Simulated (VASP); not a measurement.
An input for Quantum ESPRESSO's pw.x (written as the equivalent of a VASP run, and not itself run):

```
&CONTROL
  calculation = 'scf'
  pseudo_dir = './pseudo'
  outdir = './out'
  tprnfor = .true.
  tstress = .true.
/
&SYSTEM
  ibrav = 0
  nat = 4
  ntyp = 2
  ecutwfc = 92
  occupations = 'smearing'
  smearing = 'methfessel-paxton'
  degauss = 0.00735
  input_dft = 'pbe'
/
&ELECTRONS
  conv_thr = 7.3e-09
  electron_maxstep = 100
/
ATOMIC_SPECIES
  Cu 63.546 Cu.upf
  Au 196.967 Au.upf
CELL_PARAMETERS angstrom
     3.7774967   -0.0000000    0.0000000
     0.0000000    3.7774967   -0.0000000
    -0.0000000    0.0000000    3.7774967
ATOMIC_POSITIONS crystal
  Cu   0.0000000  0.5000000  0.5000000
  Cu   0.5000000  0.0000000  0.5000000
  Cu   0.5000000  0.5000000  0.0000000
  Au   0.0000000  0.0000000  0.0000000
K_POINTS automatic
  8 8 8 0 0 0
```

Q: Write the VASP files for the same calculation (PBE).

A: Several could match; the one computed here: 
**INCAR**
```
SYSTEM = Cu3Au
PREC = Accurate
ENCUT = 480
EDIFF = 1E-7
NELM = 100
ALGO = Normal
LREAL = .FALSE.
LASPH = .TRUE.
ISMEAR = 1
SIGMA = 0.1
GGA = PE
LMAXMIX = 6
LWAVE = .FALSE.
LCHARG = .FALSE.
ISIF = 2
```

**POSCAR**
```
Cu3Au
1
    3.7774966849    -0.0000000000     0.0000000000
    0.0000000000     3.7774966849    -0.0000000000
   -0.0000000000     0.0000000000     3.7774966849
Cu Au
3 1
Direct
  0.0000000000   0.5000000000   0.5000000000
  0.5000000000   0.0000000000   0.5000000000
  0.5000000000   0.5000000000   0.0000000000
  0.0000000000   0.0000000000   0.0000000000
```

File KPOINTS:
```
Automatic mesh
0
Gamma
8 8 8
0 0 0
```

POTCAR, in this order: Cu Au (PBE.64 set). Program: vasp_std.

The two are equivalent in intent, not identical: the potentials are each code's own (VASP's PAW set, PseudoDojo norm-conserving files in pw.x), so ENCUT and ecutwfc are chosen apart and not converted; conv_thr bounds pw.x's estimated SCF error, while EDIFF bounds the energy change between steps.

The compound is Cu3Au in the L1_2 structure. It was relaxed first.
